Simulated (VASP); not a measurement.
Consider the following.

```
TiC
1.0
    0.00000     2.18792     2.18792
    2.18792     0.00000     2.18792
    2.18792     2.18792     0.00000
Ti C
1 1
Direct
  0.00000   0.00000   0.00000
  0.50000   0.50000   0.50000
```

Method: TPSS meta-GGA, VASP's PBE PAW potentials (set 64) (plane waves; VASP). Numerical set-up: 520 eV cut-off, 14×14×14 Γ-centred mesh, first-order Methfessel-Paxton smearing of 0.10 eV, potentials Ti_sv C.

Q: Estimate the energy per atom (σ→0), pressure, band gap (on the k-mesh) with the smallest direct gap where there is one.

A: 
```json
{
  "band gap (on the k-mesh)": "none (metal, semimetal or under 0.01 eV)",
  "energy per atom (σ→0)": "-13.675 eV/atom",
  "pressure": "-7.11 GPa"
}
```

The compound is TiC in the rock salt structure. This cell is one point of a volume scan, at 1.03 of the reference volume.
